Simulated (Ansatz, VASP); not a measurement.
**Cross-check of AlRu between VASP and Ansatz**

One calculation is typed for both programs; each brings its own data sets and cutoff. How far apart do they land?

Program: Ansatz 0.2.0. Level of theory: plane waves, with VASP 6.6.1 beside it; single point at PBEsol. Results are calculated unless marked as measured.

## (1) The structure

The structure is cubic, space group Pm-3m (No. 221). Conventional cell: a = 2.992 Å, b = 2.992 Å, c = 2.992 Å, α = 90.00°, β = 90.00°, γ = 90.00°. Al has 8 Ru at 2.59 Å nearest. Ru has 8 Al at 2.59 Å nearest. Farther neighbours are not listed.

As a file:

```
Al Ru
1.0
     2.99160    0.00000    0.00000
     0.00000    2.99160    0.00000
     0.00000    0.00000    2.99160
Al Ru
1 1
Direct
  0.00000 0.00000 0.00000
  0.50000 0.50000 0.50000
```

## (2) VASP: single point, PBEsol

A single point gives forces, pressure and levels at one fixed geometry, so differences don't come from the geometry; what else differs is listed under the comparison.

Lines of VASP's logs that name or quote its potential files are left out, and so is its time.

Contents of INCAR:

```
SYSTEM = AlRu
PREC = Accurate
ENCUT = 400
EDIFF = 1E-06
NELM = 100
ISMEAR = -1
SIGMA = 0.05
LREAL = .FALSE.
ALGO = Normal
GGA = PS
NBANDS = 14
LASPH = .TRUE.
LORBIT = 11
LWAVE = .FALSE.
LCHARG = .TRUE.
ISIF = 2
LELF = .TRUE.
LVHAR = .TRUE.
```

Contents of POSCAR:

```
AlRu
1.0
    2.9916000000      0.0000000000      0.0000000000
    0.0000000000      2.9916000000      0.0000000000
    0.0000000000      0.0000000000      2.9916000000
Al Ru
1 1
Direct
    0.0000000000      0.0000000000      0.0000000000
    0.5000000000      0.5000000000      0.5000000000
```

Contents of KPOINTS:

```
Automatic mesh
0
Gamma
8 8 8
0 0 0
```

PAW data sets: Al and Ru_pv (PBE family, release 64).

On the command line:

```sh
$ mpirun -np 2 vasp_std
```

Numbers of over 12 decimals in the logs are rounded to 6 here.

Output:

```text
[banner, memory and clock lines left out]
running    2 mpi-ranks, on    1 nodes
 distrk:  each k-point on    2 cores,    1 groups
 distr:  one band on    1 cores,    2 groups

 POSCAR found type information on POSCAR AlRu
 POSCAR found :  2 types and       2 ions
|                                                                             |
|               ----> ADVICE to this user running VASP <----                  |
|                                                                             |
|     You enforced a specific xc type in the INCAR file but a different       |
|     [... a line on the potential file left out ...]
|     I HOPE YOU KNOW WHAT YOU ARE DOING!                                     |
|                                                                             |

 LDA part: xc-table for (Slater+PW92), standard interpolation
 POSCAR, INCAR and KPOINTS ok, starting setup
 FFT: planning ... GRIDC
 FFT: planning ... GRID_SOFT
 FFT: planning ... GRID
 WAVECAR not read
 entering main loop
       N       E                     dE             d eps       ncg     rms          rms(c)
DAV:   1     0.858629494363E+02    0.85863E+02   -0.81325E+03  1068   0.904E+02
DAV:   2    -0.149146388988E+02   -0.10078E+03   -0.96226E+02  1070   0.274E+02
DAV:   3    -0.162704782506E+02   -0.13558E+01   -0.13475E+01  1172   0.340E+01
DAV:   4    -0.162824176818E+02   -0.11939E-01   -0.11938E-01  1212   0.316E+00
DAV:   5    -0.162826281821E+02   -0.21050E-03   -0.21050E-03  1294   0.350E-01    0.132E+01
DAV:   6    -0.156018920918E+02    0.68074E+00   -0.31535E+00   992   0.202E+01    0.252E+00
DAV:   7    -0.155025464467E+02    0.99346E-01   -0.28216E-01  1040   0.625E+00    0.217E+00
DAV:   8    -0.154845099878E+02    0.18036E-01   -0.23397E-02  1190   0.123E+00    0.225E-01
DAV:   9    -0.154842997128E+02    0.21028E-03   -0.84613E-04  1214   0.180E-01    0.148E-01
DAV:  10    -0.154842874755E+02    0.12237E-04   -0.45802E-05  1194   0.784E-02    0.194E-02
DAV:  11    -0.154842851655E+02    0.23100E-05   -0.55053E-06  1202   0.275E-02    0.764E-03
DAV:  12    -0.154842846832E+02    0.48234E-06   -0.10098E-07   754   0.315E-03
   1 F= -.15484285E+02 E0= -.15474410E+02  d E =-.197489E-01
```

OUTCAR, selected parts (step 2):

```text
ion  position               nearest neighbor table
   1  0.000  0.000  0.000-   2 2.59   2 2.59   2 2.59   2 2.59   2 2.59   2 2.59   2 2.59   2 2.59

  LATTYP: Found a simple cubic cell.
 ALAT       =     2.9916000000

 Subroutine GETGRP returns: Found 48 space group operations
 (whereof 48 operations were pure point group operations)

The static configuration has the point symmetry O_h .

 Found     35 irreducible k-points:

   k-points           NKPTS =     35   k-points in BZ     NKDIM =     35   number of bands    NBANDS=     14

   dimension x,y,z NGX =    20 NGY =   20 NGZ =   20
   dimension x,y,z NGXF=    40 NGYF=   40 NGZF=   40

   ENCUT  =  400.0 eV  29.40 Ry    5.42 a.u.   4.88  4.88  4.88*2*pi/ulx,y,z

   NELECT =      17.0000    total number of electrons

 k-points in reciprocal lattice and weights: Automatic mesh
   0.00000000  0.00000000  0.00000000       0.002
   0.12500000  0.00000000  0.00000000       0.012
   0.25000000  0.00000000  0.00000000       0.012
   0.37500000  0.00000000  0.00000000       0.012
   0.50000000  0.00000000  0.00000000       0.006
   0.12500000  0.12500000  0.00000000       0.023
   0.25000000  0.12500000  0.00000000       0.047
   0.37500000  0.12500000  0.00000000       0.047
   0.50000000  0.12500000  0.00000000       0.023
[...]
0.50000000  0.50000000  0.37500000       0.012
   0.50000000  0.50000000  0.50000000       0.002

 average (electrostatic) potential at core
       1 -68.3016       2 -67.9988

 E-fermi :  10.6581

 k-point     1 :       0.0000    0.0000    0.0000
  band No.  band energies     occupation
    ...
      2     -31.0866      2.00000
      3     -31.0866      2.00000
      4       0.9123      2.00000
      5       7.0157      2.00000
      6       7.0157      2.00000
      7      10.8080      0.09495
      8      10.8080      0.09495
      9      10.8080      0.09495
     10      16.6689      0.00000
     11      16.6689      0.00000
    ...

 k-point     2 :       0.1250    0.0000    0.0000
  band No.  band energies     occupation
    ...
      4       1.2109      2.00000
      5       7.1073      2.00000
      6       7.1191      2.00000
      7      10.4575      1.96442
      8      10.4575      1.96442
      9      10.8441      0.04730
     10      15.4367      0.00000
     11      17.2468      0.00000
     12      17.2468      0.00000
     13      20.9605      0.00000
    ...

 k-point     3 :       0.2500    0.0000    0.0000
  band No.  band energies     occupation
    ...
      4       2.0657      2.00000
      5       7.1098      2.00000
      6       7.3863      2.00000
      7       9.7712      2.00000
      8       9.7712      2.00000
      9      10.9329      0.00817
     10      13.7032      0.00000
     11      18.6185      0.00000
     12      18.6185      0.00000
     13      19.6395      0.00000
    ...

  Total       -0.5454887     -0.5454887     -0.5454887      0.0000000      0.0000000     -0.0000000
  in kB      -32.6426750    -32.6426750    -32.6426750      0.0000000      0.0000000     -0.0000000
  external PRESSURE =     -32.6426750 kB  Pullay stress =       0.0000000 kB

  energy-cutoff  :      400.00
  volume of cell :       26.77
      direct lattice vectors                 reciprocal lattice vectors
     2.991600000  0.000000000  0.000000000     0.334269287  0.000000000  0.000000000
     0.000000000  2.991600000  0.000000000     0.000000000  0.334269287  0.000000000
     0.000000000  0.000000000  2.991600000     0.000000000  0.000000000  0.334269287

 POSITION                                       TOTAL-FORCE (eV/Angst)
 -----------------------------------------------------------------------------------
      0.00000      0.00000      0.00000         0.000000      0.000000      0.000000
      1.49580      1.49580      1.49580         0.000000      0.000000      0.000000
 -----------------------------------------------------------------------------------
    total drift:                               -0.000000      0.000000     -0.000000

  FREE ENERGIE OF THE ION-ELECTRON SYSTEM (eV)
  ---------------------------------------------------
  free  energy   TOTEN  =       -15.4842846832 eV

  energy  without entropy=      -15.4645358184  energy(sigma->0) =      -15.47441025

 total charge
# of ion       s       p       d       tot
------------------------------------------
    1        0.390   0.419   0.000   0.809
    2        0.334   6.244   6.213  12.791
--------------------------------------------------
tot          0.725   6.663   6.213  13.600

[... 3 further parts left out ...]
```

This run has no spin polarisation. Its electron count is odd, so without a moment it is a metal by construction. At this level the cell is under a tension of 3.3 GPa, so at these settings it is away from equilibrium.

## (3) Ansatz: single point, PBEsol

Ansatz runs on its default PAW (the set named soft_2) files.

The same cell, functional, mesh and smearing now go to Ansatz, which takes its cutoff from its data sets.

Contents of input.yaml:

```yaml
crystal:
  lattice:
    - [2.9916, 0.0, 0.0]
    - [0.0, 2.9916, 0.0]
    - [0.0, 0.0, 2.9916]
  atoms:
    - { symbol: Al, position: [0.0, 0.0, 0.0] }
    - { symbol: Ru, position: [0.5, 0.5, 0.5] }
hamiltonian:
  xc: pbesol
  pseudopotentials: { kind: paw }
kpoints:
  mp_grid: { grid: [8, 8, 8] }
scf:
  occupations: { method: fermi_dirac, width: 0.05 }
  n_extra_bands: 4
output:
  forces: true
  stress: true
  eigenvalues: true
```

On the command line:

```sh
$ ansatz run input.yaml --threads 2 --pin off --max-ram 4608MiB --backend cpu --events-out ev --progress --plain --runs-dir out
```

Output:

```text
scf.n_extra_bands = 4 over 10 filled bands (N_el = 19.0): the run solves 14 bands
Engine: ansatz 0.2.0, aarch64-unknown-linux-gnu
Pseudopotentials: kind: paw
Pseudopotential: Al, paw, valence charge 3, recommended cutoff 420 eV (normal), Al.paw.azcp
Pseudopotential: Ru, paw, valence charge 16, recommended cutoff 420 eV (normal), Ru.paw.azcp
Functional definition: PBEsol
  exchange = pbesol_x
  correlation = pbesol_c
Crystal: 2 atoms, lattice volume = 26.774 Å³
Basis set: ecut = 420 eV, 485 PW (Γ), exchange–correlation on 40×40×40 points (8 copies of the dense FFT grid, shifted against one another)
Bands: 14, of which v1, the nominal top of the filled ones, is band 10 counted from 1 (9 counted from 0)
Symmetry: 48 space group operations
Space group: Pm-3m (ITA 221), of the structure as read, at distance tolerance 3.0e-5 Å
k-points: 35 of 512
Non-local potential: Al, projectors of the file, l = 0: 2, l = 1: 2, l = 2: 1
Non-local potential: Ru, projectors of the file, l = 0: 3, l = 1: 2, l = 2: 2, l = 3: 1
PAW form: soft (Blöchl's): semilocal exchange-correlation on the pseudo side does not see the compensation charge
PAW frozen core: Al, regenerated for the run's functional, and the local potential with it (the file was generated under x = pbe(κ = 0.804, μ = 0.219515), c = pbe(β = 0.066725))
PAW frozen core: Ru, regenerated for the run's functional, and the local potential with it (the file was generated under x = pbe(κ = 0.804, μ = 0.219515), c = pbe(β = 0.066725))
PAW one-centre angular grid: Al, 110 points (default); XC on 64 Gauss nodes
PAW one-centre angular grid: Ru, 590 points (default); XC on 64 Gauss nodes
Initial density: superposition of atomic densities (neutral atoms: chi_scale 0, normalization atom), corrected by the library's trained network
Initial wavefunctions: pseudopotential atomic-orbital guess
Functional: x = pbesol(κ = 0.804, μ = 0.123457), c = pbesol(β = 0.046)
SCF iter   1: F=—  HF=-6342.276156 eV  |F-HF|=—  |Δ(HF+E_count)|=         —  Δρ=7.68e-3  dr2=1.87e-2  ethr=1.77e-3  ⟨swp⟩=5.3  Hψ=2673  notcnv=0
preconditioner: auto → none  [metal: Δε(μ)=0.040 eV  Ē_g=8.838 eV  σ=0.050 eV  W_gap=0.20  n_scr=6 (ndim 8)  ℏωp=23.8 eV  f_vac=0.000  D(μ)=2.63/eV (n_scr^D=32)  sad-step TF]
SCF iter   2: F=—  HF=-6342.273618 eV  |F-HF|=—  |Δ(HF+E_count)|=   2.54e-3  Δρ=4.42e-3  dr2=6.97e-3  ethr=9.86e-5  ⟨swp⟩=1.5  Hψ=801  notcnv=0  defer=2
SCF iter   3: F=—  HF=-6342.272207 eV  |F-HF|=—  |Δ(HF+E_count)|=   1.41e-3  Δρ=5.38e-4  dr2=9.03e-5  ethr=3.67e-5  ⟨swp⟩=2.2  Hψ=679  notcnv=0  defer=2
SCF iter   4: F=—  HF=-6342.272104 eV  |F-HF|=—  |Δ(HF+E_count)|=   1.03e-4  Δρ=1.06e-4  dr2=1.97e-6  ethr=4.75e-7  ⟨swp⟩=2.0  Hψ=648  notcnv=0  defer=2
iter 5 did not close the SCF: its close was put off for the readings that it lacked (scf_convergence_deferred on its scf_iter line)
SCF iter   5: F=-6342.272104 eV  HF=-6342.272104 eV  |F-HF|=4.47e-9  |Δ(HF+E_count)|=   7.31e-8  Δρ=6.29e-6  dr2=7.62e-9  ethr=1.04e-8  ⟨swp⟩=2.5  Hψ=774  notcnv=0  defer=2
SCF iter   6: F=-6342.272104 eV  HF=-6342.272104 eV  |F-HF|=7.28e-12  |Δ(HF+E_count)|=  3.58e-10  Δρ=4.90e-7  dr2=1.91e-11  ethr=4.01e-11  ⟨swp⟩=2.3  Hψ=1551  notcnv=0
SCF 1 converged in 6 iterations: F = -6342.272104 eV  dr2 = 1.91e-11
  greatest PAW one-centre occupation: 0.999 electrons in one spin orbital (limit 2), on the Ru atom at site 1 (counted from 0), in its partial waves of l = 0
SCF converged after 6 iterations
Free energy (F): -6342.272104 eV
Harris-Foulkes:  -6342.272104 eV  (|F-HF|=7.28e-12)
Internal energy: -6342.252391 eV  (E = F + TS)
E sigma→0 (E₀):  -6342.262247 eV
Entropy (-TS):   -0.019713 eV (-9.856 meV/atom)
Fermi energy:    16.051366 eV
--- Per-component energies (eV) ---
  E_band       = -121.427022
  E_kinetic    = 543.183362
  E_local      = -1799.534949  (includes V_loc(G=0)·N_el)
  E_nonlocal   = 356.636270
  E_hartree    = 638.092567
  E_xc         = -230.688560
  E_vxc        = -270.194865  (∫ρ·V_xc dr)
  E_paw        = -3855.389552  (= ΣΔE_a)
  E_vpaw       = -227.701746  (= ΣTr[D̂ρ^β])
  E_aug_tail   = -0.000190  (compensation charges beyond the density's cutoff)
  E_ewald      = -1994.823776
  E_core_change = 0.272435  (= ΣΔE_core)
  E_smearing   = -0.019713  (= −TS)
  E_closure    = -0.000000  (closes the sum)
  Σ components = -6342.272104   (vs F -6342.272104, Δ=0.00e0)
--- Forces (eV/Å), atoms counted from 1 ---
  atom   1  Al    -0.00000000     0.00000000    -0.00000000
  atom   2  Ru     0.00000000     0.00000000     0.00000000
  max |Σ_I F_I| component: 8.58e-30 eV/Å
--- Stress (GPa, compression-positive) ---
       -2.913921       0.000000       0.000000
       -0.000000      -2.913921      -0.000000
        0.000000       0.000000      -2.913921
  P = ⅓ Tr σ = -2.9139 GPa (-29.139 kbar)
--- Band table (eV; the first three rows and the last of 35) ---
  k-point 0: bands = [... 6 lower, 12.4090, 16.2004, 16.2004, 16.2004, 22.0561, 22.0561, 22.0561, 26.9486]
  k-point 1: bands = [... 6 lower, 12.5124, 15.8500, 15.8500, 16.2366, 20.8259, 22.6323, 22.6323, 26.3124]
  k-point 2: bands = [... 6 lower, 12.7793, 15.1640, 15.1640, 16.3257, 19.0954, 23.9987, 23.9987, 24.9953]
  k-point 34: bands = [... 6 lower, 11.3704, 17.6306, 17.6306, 18.5860, 20.0896, 20.0896, 20.0896, 24.5706]
```

Wall time 1 s (2 threads of Arm Neoverse N1, shared host); peak memory 0.27 GiB; 1.6 s of CPU time.

Reading the cycles: dr2 is the Hartree energy of the density residual (eV), the measure of convergence; HF is the Harris–Foulkes estimate of the energy, which meets the free energy F at convergence.

The run ends at a pressure of -2.91 GPa.

## (4) Differences

Known differences besides the potentials themselves: the data sets hold 19 valence electrons in Ansatz (default PAW (the set named soft_2) files) and 17 in VASP; the cutoff is 420 eV in Ansatz and 400 eV in VASP; Ansatz makes its cores anew for this functional, VASP keeps those of its PBE data sets. Total energies have different zeros and are not compared.

The two programs side by side:

```tsv
quantity	Ansatz	VASP	difference
pressure (GPa)	-2.91	-3.26	+0.35
pressure without Ansatz's Pulay correction (GPa)	-2.96	-3.26	+0.30
```

Ansatz's pressure holds a Pulay correction of 0.05 GPa; VASP's holds none.

## (5) Other set-ups

Further runs change the set-up of one program: Ansatz's method, potentials or start, or VASP's data sets, cutoff or form of LDA. The table gives Ansatz less VASP for each quantity, since a change that brings one quantity closer may part another.

```tsv
run	pressure (GPa)
as above	0.35
Ansatz's all-electron LAPW method	0.30
```

## (6) Summary of results

* difference in pressure (single point, PBEsol): 0.35 GPa

**Reading.** The difference in pressure is 0.35 GPa (single point, PBEsol), within the 1 GPa picked in this series as the mark of a large difference. For single point, PBEsol, no further run moves any of the tabulated differences by more than a quarter of its size. How closely two codes agree says nothing of how well the functional describes the real material.

[Lines on the potential files, build, host, timing and source positions are cut from VASP's logs without a mark.]

[Logs are printed without paths, hosts, clocks, repeated set-up lines and the standing remarks that a program may print on its own settings, such as how far it seeks lower states.]

[Hosts, paths, dates, database ids (printed as entryN), source tags and the programs' standing remarks are cut or masked in the printed files.]
